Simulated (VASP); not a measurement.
These are PBEsol GGA, VASP's PBE PAW potentials (set 64) (plane waves; VASP) values and carry that method's errors.

VASP ran on this input.

**INCAR**
```
SYSTEM = BaHfO3
PREC = Accurate; ENCUT = 620; LREAL = F
LASPH = T
EDIFF = 1E-6; NELM = 100; ALGO = Normal
LMAXMIX = 6
ISMEAR = 0; SIGMA = 0.05
GGA = PS
IBRION = 2; NSW = 40; ISIF = 3
EDIFFG = -0.02; PSTRESS = 450
LWAVE = F; LCHARG = F
```

### KPOINTS
```
Automatic mesh
0
Gamma
6 6 6
0 0 0
```

**POSCAR**
```
BaHfO3
1.0
  3.9781675896   0.0000000000   0.0000000000
  0.0000000000   3.9781675896   0.0000000000
  0.0000000000   0.0000000000   3.9781675896
Ba Hf O
1 1 3
Cartesian
  0.0000000000   0.0000000000   0.0000000000
  1.9890837948   1.9890837948   1.9890837948
  1.9890837948   0.0000000000   1.9890837948
  0.0000000000   1.9890837948   1.9890837948
  1.9890837948   1.9890837948   0.0000000000
```

POTCAR, in this order: Ba_sv Hf_pv O (PBE.64 set). Program: vasp_std.

Energy and stress use the plane-wave basis of the starting cell. Unless said otherwise, spin-orbit coupling is left out, though it shifts the bands of the heavy elements here.

Task: Predict the energy per atom (σ→0), volume per atom, band gap (on the k-mesh).

Result: 
```
Item                               Value
------------------------  --------------
energy per atom (σ→0)     -8.827 eV/atom
band gap (on the k-mesh)         3.63 eV
volume per atom            12.03 Å³/atom
```

**OSZICAR**
```
...
DAV:   1    -0.441359764846E+02    0.33578E-01   -0.21855E-02   948   0.120E+00    0.632E-01
DAV:   2    -0.441353163023E+02    0.66018E-03   -0.28525E-03   983   0.362E-01    0.185E-01
DAV:   3    -0.441352054259E+02    0.11088E-03   -0.19433E-04  1185   0.111E-01    0.112E-01
DAV:   4    -0.441351924098E+02    0.13016E-04   -0.85532E-05  1227   0.634E-02    0.746E-02
DAV:   5    -0.441351934321E+02   -0.10223E-05   -0.30799E-06  1054   0.995E-03    0.593E-02
DAV:   6    -0.441351963434E+02   -0.29113E-05   -0.35553E-06  1002   0.122E-02    0.189E-02
DAV:   7    -0.441351959217E+02    0.42172E-06   -0.87485E-07   502   0.606E-03
   4 F= -.27240927E+02 E0= -.27240927E+02  d E =-.137493E+00
```

The compound is BaHfO3 in the cubic perovskite structure. This run relaxes it under an external pressure of 45 GPa. Symmetry was kept, so distortions that lower it aren't found.
